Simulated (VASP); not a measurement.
A run of VASP 6.6.1:

File INCAR:

```
SYSTEM = CaSc
PREC = Accurate
ENCUT = 520
EDIFF = 1E-6
ISMEAR = -1
SIGMA = 0.05
LREAL = .FALSE.
LASPH = .TRUE.
NELM = 100
ALGO = Normal
ISIF = 2
LWAVE = .FALSE.
LCHARG = .TRUE.
LDIPOL = .TRUE.
IDIPOL = 3
DIPOL = 0.5 0.5 0.294
GGA = 91
LELF = .TRUE.
LVHAR = .TRUE.
LVACPOTAV = .TRUE.
```

File KPOINTS:

```
Automatic mesh
0
G
  4 8 1
  0 0 0
```

The input POSCAR:

```
CaSc
1.0
    6.5366700000      0.0000000000      0.0000000000
    0.0000000000      3.2053400000      0.0000000000
    0.0000000000      0.0000000000     23.8000000000
Ca Sc
1 1
Direct
    0.0000000000      0.0000000000      0.2941200000
    0.5000000000      0.0000000000      0.2941200000
```

Potentials or basis: VASP PAW PBE potentials, release 64 (Ca_sv, Sc_sv).

The run is started by

```bash
$ cat potpaw_PBE.64/Ca_sv/POTCAR potpaw_PBE.64/Sc_sv/POTCAR > POTCAR
$ mpirun -np 1 vasp_std > vasp.out
```

Hardware: 1 thread of Intel(R) Xeon(R) Platinum 8375C CPU @ 2.90GHz (Ice Lake), on a shared host.

Task: Estimate the wall time of this run.

Result: Run time: 3 min on 1 thread of Intel(R) Xeon(R) Platinum 8375C CPU @ 2.90GHz (Ice Lake) (shared host), peak memory 0.53 GiB. Counts: scf iterations 25, k points 15.
